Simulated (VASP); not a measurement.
Here is the system:

```xyz
6
Lattice="4.0077 0.0000 0.0000 -2.0039 3.4708 0.0000 0.0000 0.0000 12.9265" Properties=species:S:1:pos:R:3 pbc="T T T"
Cd     2.0039     1.1569    11.3107
Cd     0.0000     2.3139     4.8474
Br     0.0000     0.0000     9.7467
Br     0.0000     0.0000     3.2835
Br     0.0000     2.3139    12.8745
Br     2.0039     1.1569     6.4112
```

Calculation: r2SCAN meta-GGA, VASP's PBE PAW potentials (set 64) (plane waves; VASP 6.6.1). Numerical set-up: 400 eV cut-off, 7×7×2 Γ-centred mesh, tetrahedra with Blöchl corrections, potentials Cd Br.

The path is coarsely sampled, so an indirect gap can come out somewhat too large.

**Question.** Estimate the energy per atom (σ→0), band gap (over mesh and band path) with the smallest direct gap where there is one.

**Answer.** 
```yaml
band gap (over mesh and band path): 3.48 eV
smallest direct gap (over mesh and band path): 3.49 eV
energy per atom (σ→0): -16.593 eV/atom
```

Total energies compare only between runs with the same potentials, cut-off and functional.

The structure comes from a computed database's CdBr2 entry (P6_3mc); how it stands against other phases isn't given here. It was relaxed first.
